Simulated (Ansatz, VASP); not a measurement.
## P3W4 in VASP and in Ansatz

The input INCAR:

```
PREC = Accurate
ENCUT = 600
EDIFF = 1E-6
ISMEAR = 0
SIGMA = 0.1
LREAL = False
LASPH = True
NELM = 100
ALGO = Normal
ISIF = 3
LWAVE = False
LCHARG = False
GGA = PE
IBRION = 2
NSW = 100
EDIFFG = -0.01
```

KPOINTS

```
Automatic mesh
0
Gamma
  8 8 8
```

Contents of POSCAR:

```
P3W4
1.0
    4.8331563444      0.0000000000      0.0000000000
    0.0000000000      4.8331563444      0.0000000000
    0.0000000000      0.0000000000      4.8331563444
P W
3 4
Direct
    0.5000000000      0.5000000000      0.0000000000
    0.0000000000      0.5000000000      0.5000000000
    0.5000000000      0.0000000000      0.5000000000
    0.5000000000      0.5000000000      0.5000000000
    0.5000000000      0.0000000000      0.0000000000
    0.0000000000      0.5000000000      0.0000000000
    0.0000000000      0.0000000000      0.5000000000
```

Input for Ansatz:

```yaml
crystal:
  lattice:
    - [4.8331563444, 0.0, 0.0]
    - [0.0, 4.8331563444, 0.0]
    - [0.0, 0.0, 4.8331563444]
  atoms:
    - { symbol: P, position: [0.5, 0.5, 0.0] }
    - { symbol: P, position: [0.0, 0.5, 0.5] }
    - { symbol: P, position: [0.5, 0.0, 0.5] }
    - { symbol: W, position: [0.5, 0.5, 0.5] }
    - { symbol: W, position: [0.5, 0.0, 0.0] }
    - { symbol: W, position: [0.0, 0.5, 0.0] }
    - { symbol: W, position: [0.0, 0.0, 0.5] }
basis:
  ecutwfc: 420
kpoints:
  mp_grid: { grid: [8, 8, 8] }
hamiltonian:
  xc: pbe
scf:
  occupations: { method: gaussian, width: 0.1 }
output:
  forces: true
  stress: true
  eigenvalues: true
relax:
  adjacent_minimum: "off"
  f_tol: 0.01
  max_steps: 80
  cell: { stress_tol: 0.05 }
```

Change from the starting cell: species swapped into the W3N4 type (Pm-3m, No. 221).

Alike in both runs: task relaxation of cell and atoms; functional PBE; k mesh 8 × 8 × 8; occupations gaussian, width 0.1 eV; no spin polarisation.

|  | VASP | Ansatz |
| --- | --- | --- |
| version | VASP 6.6.1 | Ansatz 0.2.0 |
| potentials or method | VASP PAW PBE potentials, release 64 (P, W_sv) | scalar-relativistic, plane waves, PAW |
| plane-wave cutoff (eV) | 600 | 420 |
| valence electrons in the cell | 71 | 71 |

|  | VASP | Ansatz | Ansatz less VASP |
| --- | --- | --- | --- |
| gap on the k mesh at the Fermi level, each at its own relaxed structure (eV) | none | none | - |
| relaxed volume (Å³/atom) | 16.10 | 16.09 | -0.010 |
| relaxed cell length with the largest relative difference (Å) | 4.830 | 4.829 | -0.0010 |

A gap of «none» marks a metal or a gap that the smearing closes.

Spin-orbit coupling is left out, which matters for the levels of W.
